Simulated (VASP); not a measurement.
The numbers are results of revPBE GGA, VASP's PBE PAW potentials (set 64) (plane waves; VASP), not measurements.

VASP input:

**KPOINTS**
```
Regular mesh
0
Gamma
 4 4 4
0 0 0
```

INCAR:
```
! general
SYSTEM   =  CsSnI3
PREC     =  Accurate
ENCUT    =  520
LREAL    =  .FALSE.
LASPH    =  .TRUE.

! electronic loop
EDIFF    =  1E-7
NELM     =  100
ALGO     =  Normal
LMAXMIX  =  4

! smearing
ISMEAR   =  0
SIGMA    =  0.05

! functional
GGA      =  RE

! ions
ISIF     =  2

! output
LWAVE    =  .FALSE.
LCHARG   =  .FALSE.
```

File POSCAR:
```
CsSnI3
6.22680
  0.9999999576   0.0000000000   0.0000000000
  0.0000000000   0.9999999576   0.0000000000
  0.0000000000   0.0000000000   0.9999999576
Cs Sn I
1 1 3
direct
  0.0000000000   0.0000000000   0.0000000000
  0.5000000000   0.5000000000   0.5000000000
  0.5000000000   0.0000000000   0.5000000000
  0.0000000000   0.5000000000   0.5000000000
  0.5000000000   0.5000000000   0.0000000000
```

POTCAR, in this order: Cs_sv Sn_d I (PBE.64 set). Program: vasp_std.

The run wrote:

### OUTCAR
```
 ion  position               nearest neighbor table
   1  0.000  0.000  0.000-
   2  0.500  0.500  0.500-   3 3.11   4 3.11   5 3.11   5 3.11   3 3.11   4 3.11
   3  0.500  0.000  0.500-   2 3.11   2 3.11
   4  0.000  0.500  0.500-   2 3.11   2 3.11
   5  0.500  0.500  0.000-   2 3.11   2 3.11
  LATTYP: Found a simple cubic cell.
 ALAT       =     6.2267997361
 Subroutine PRICEL returns:
 Original cell was already a primitive cell.
 Subroutine GETGRP returns: Found 48 space group operations
The static configuration has the point symmetry O_h .
The dynamic configuration has the point symmetry O_h .
 Subroutine INISYM returns: Found 48 space group operations
 Subroutine IBZKPT returns following result:
 Found     10 irreducible k-points:

 Following reciprocal coordinates:
            Coordinates               Weight
  0.000000  0.000000  0.000000      1.000000
  0.250000  0.000000  0.000000      6.000000
  0.500000  0.000000  0.000000      3.000000
  0.250000  0.250000  0.000000     12.000000
  0.500000  0.250000  0.000000     12.000000
  0.500000  0.500000  0.000000      3.000000
  0.250000  0.250000  0.250000      8.000000
  0.500000  0.250000  0.250000     12.000000
  0.500000  0.500000  0.250000      6.000000
  0.500000  0.500000  0.500000      1.000000
   k-points           NKPTS =     10   k-points in BZ     NKDIM =     10   number of bands    NBANDS=     26
   number of dos      NEDOS =    301   number of ions     NIONS =      5
   total plane-waves  NPLWV = 110592
   dimension x,y,z NGX =    48 NGY =   48 NGZ =   48
   dimension x,y,z NGXF=    96 NGYF=   96 NGZF=   96
   ions per type =               1   1   3
   PREC   = accura    normal or accurate (medium, high low for compatibility)
   ISTART =      0    job   : 0-new  1-cont  2-samecut
   ICHARG =      2    charge: 1-file 2-atom 10-const
   ISPIN  =      1    spin polarized calculation?
   LNONCOLLINEAR =      F non collinear calculations
   LSORBIT =      F    spin-orbit coupling
   INIWAV =      1    electr: 0-lowe 1-rand  2-diag
   ENCUT  =  520.0 eV  38.22 Ry    6.18 a.u.  11.58 11.58 11.58*2*pi/ulx,y,z
   NELM   =    100;   NELMIN=  2; NELMDL= -5     # of ELM steps
   EDIFF  = 0.1E-06   stopping-criterion for ELM
   LREAL  =      F    real-space projection
   NLSPLINE    = F    spline interpolate recip. space projectors
   LMAXMIX     =    4 max onsite mixed and CHGCAR
   VOSKOWN=      0    Vosko Wilk Nusair interpolation
   EDIFFG = 0.1E-05   stopping-criterion for IOM
   NSW    =      0    number of steps for IOM
   NBLOCK =      1;   KBLOCK =      1    inner block; outer block
   IBRION =     -1    ionic relax: 0-MD 1-quasi-New 2-CG
   NFREE  =      0    steps in history (QN), initial steepest desc. (CG)
   ISIF   =      2    stress and relaxation
   ISYM   =      2    0-nonsym 1-usesym 2-fastsym
   TEIN   =    0.0    initial temperature
   TEBEG  =    0.0;   TEEND  =   0.0 temperature during run
   SMASS  =  -3.00    Nose mass-parameter (am)
   PSTRESS=    0.0 pullay stress
   NELECT =      44.0000    total number of electrons
   EFERMI =   0.00;   METHOD = LEGACY
   ISMEAR =     0;   SIGMA  =   0.05  broadening in eV -4-tet -1-fermi 0-gaus
   IALGO  =     38    algorithm
   LDIAG  =      T    sub-space diagonalisation (order eigenvalues)
   IMIX   =      4    mixing-type and parameters
     AMIX     =   0.40;   BMIX     =  1.00
     AMIX_MAG =   1.60;   BMIX_MAG =  1.00
     AMIN     =   0.10
   GGA     = RE    functional components
   VOSKOWN =     0    Vosko Wilk Nusair interpolation
   LHFCALC =     F    Hartree Fock is set to
   LHFONE  =     F    Hartree Fock one center treatment
   AEXX    =    0.0000 exact exchange contribution
   IVDW    =     0    specifies the selected vdW correction
...
```

OSZICAR:
```
       N       E                     dE             d eps       ncg     rms          rms(c)
DAV:   1     0.352810658431E+03    0.35281E+03   -0.18299E+04   520   0.153E+03
DAV:   2     0.295639140851E+02   -0.32325E+03   -0.31509E+03   622   0.305E+02
DAV:   3    -0.115590080746E+02   -0.41123E+02   -0.39983E+02   612   0.119E+02
DAV:   4    -0.130988805260E+02   -0.15399E+01   -0.15370E+01   658   0.271E+01
DAV:   5    -0.131432503721E+02   -0.44370E-01   -0.44361E-01   808   0.431E+00    0.428E+00
DAV:   6    -0.128812608405E+02    0.26199E+00   -0.47943E-01   668   0.372E+00    0.291E+00
DAV:   7    -0.128693625795E+02    0.11898E-01   -0.35947E-01   640   0.261E+00    0.111E+00
DAV:   8    -0.128799381465E+02   -0.10576E-01   -0.52563E-02   604   0.164E+00    0.318E-01
DAV:   9    -0.128804461388E+02   -0.50799E-03   -0.23873E-03   622   0.387E-01    0.177E-01
DAV:  10    -0.128812547614E+02   -0.80862E-03   -0.19181E-03   604   0.301E-01    0.683E-02
DAV:  11    -0.128814763970E+02   -0.22164E-03   -0.75909E-04   574   0.193E-01    0.213E-02
DAV:  12    -0.128814893752E+02   -0.12978E-04   -0.60891E-05   664   0.544E-02    0.227E-02
DAV:  13    -0.128814898094E+02   -0.43423E-06   -0.64580E-06   574   0.171E-02    0.706E-03
DAV:  14    -0.128814895897E+02    0.21976E-06   -0.19536E-06   660   0.105E-02    0.127E-03
DAV:  15    -0.128814897467E+02   -0.15699E-06   -0.39391E-07   504   0.469E-03    0.182E-03
DAV:  16    -0.128814898550E+02   -0.10828E-06   -0.31031E-08   380   0.112E-03    0.120E-03
DAV:  17    -0.128814899467E+02   -0.91778E-07   -0.11267E-08   328   0.876E-04
   1 F= -.12881490E+02 E0= -.12881490E+02  d E =-.267339E-08
```

### OUTCAR
```
------------------------ aborting loop because EDIFF is reached ----------------------------------------
  FORCE on cell =-STRESS in cart. coord.  units (eV):
  Direction    XX          YY          ZZ          XY          YZ          ZX
  --------------------------------------------------------------------------------------
  Total        2.1955394      2.1955394      2.1955394      0.0000000     -0.0000000      0.0000000
  in kB       14.5699187     14.5699187     14.5699187      0.0000000     -0.0000000      0.0000000
  external PRESSURE =      14.5699187 kB  Pullay stress =       0.0000000 kB
  volume of cell :      241.43
      direct lattice vectors                 reciprocal lattice vectors
     6.226799736  0.000000000  0.000000000     0.160596140  0.000000000  0.000000000
     0.000000000  6.226799736  0.000000000     0.000000000  0.160596140  0.000000000
     0.000000000  0.000000000  6.226799736     0.000000000  0.000000000  0.160596140
 POSITION                                       TOTAL-FORCE (eV/Angst)
 -----------------------------------------------------------------------------------
      0.00000      0.00000      0.00000         0.000000      0.000000      0.000000
      3.11340      3.11340      3.11340         0.000000      0.000000      0.000000
      3.11340      0.00000      3.11340         0.000000      0.000000      0.000000
      0.00000      3.11340      3.11340         0.000000      0.000000      0.000000
      3.11340      3.11340      0.00000         0.000000      0.000000      0.000000
 -----------------------------------------------------------------------------------
    total drift:                                0.000000     -0.000000     -0.000000
  FREE ENERGIE OF THE ION-ELECTRON SYSTEM (eV)
  ---------------------------------------------------
  free  energy   TOTEN  =       -12.8814899467 eV

  energy  without entropy=      -12.8814899441  energy(sigma->0) =      -12.88148995
```
(Selected blocks of OUTCAR.)

The compound is CsSnI3 in the cubic perovskite structure, the ideal cubic form; the compound distorts at low or room temperature. This cell is one point of a volume scan, at 0.94 of the reference volume.
